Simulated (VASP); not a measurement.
A run of VASP 6.6.1:

The input INCAR:

```
  ALGO = Normal
  EDIFF = 1E-7
  EDIFFG = -0.004
  ENCUT = 600
  IBRION = 2
  ISIF = 3
  ISMEAR = 0
  LASPH = True
  LCHARG = False
  LMIXTAU = True
  LREAL = False
  LWAVE = False
  METAGGA = R2SCAN
  NELM = 100
  NSW = 80
  PREC = Accurate
  SIGMA = 0.1
```

The input KPOINTS:

```
k-points
0
Gamma
  8 8 8
```

POSCAR

```
Zr2Ir
1.0
   -3.2508875500      3.2508875500      2.8968374800
    3.2508875500     -3.2508875500      2.8968374800
    3.2508875500      3.2508875500     -2.8968374800
Zr Ir
4 2
Direct
    0.6739740600      0.1739740600      0.8479481200
    0.3260259400      0.8260259400      0.1520518800
    0.8260259400      0.6739740600      0.5000000000
    0.1739740600      0.3260259400      0.5000000000
    0.7500000000      0.7500000000      0.0000000000
    0.2500000000      0.2500000000      0.0000000000
```

Potentials or basis: VASP PAW PBE potentials, release 64 (Zr_sv, Ir).

The run is started by

```sh
$ cat potpaw_PBE.64/Zr_sv/POTCAR potpaw_PBE.64/Ir/POTCAR > POTCAR
$ mpirun -np 1 vasp_std > vasp.out
```

Hardware: 1 thread of Intel(R) Xeon(R) 6975P-C (Granite Rapids), with other jobs on the host.

Estimate the wall time of this run.

Run time: 57 min on 1 thread of Intel(R) Xeon(R) 6975P-C (Granite Rapids), with other jobs on the host, peak memory 0.58 GiB. Counts: scf iterations 71, k points 59, ion steps 6.
